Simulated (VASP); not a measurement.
InP:

```
In P
1.0
     0.00000    2.97915    2.97915
     2.97915    0.00000    2.97915
     2.97915    2.97915    0.00000
In P
1 1
Direct
  0.00000 0.00000 0.00000
  0.25000 0.25000 0.25000
```

Base run:

```yaml
Program: VASP 6.6.1
Functional: PBE
Potentials_or_basis: VASP PAW PBE potentials, release 64 (In_d, P)
Cutoff: 520 eV
k_mesh: 8 × 8 × 8
Occupations: gaussian, width 0.03 eV
Spin: no spin polarisation
```

Its results: band gap on the k mesh 0.44 eV, direct.

Question: The run is repeated on the same cell with these changes: functional from PBE to TB-mBJ. What comes out?

Answer: Band gap on the k mesh 1.39 eV, direct.

Caveats: spin-orbit coupling is left out, which moves the levels of the heavy elements.
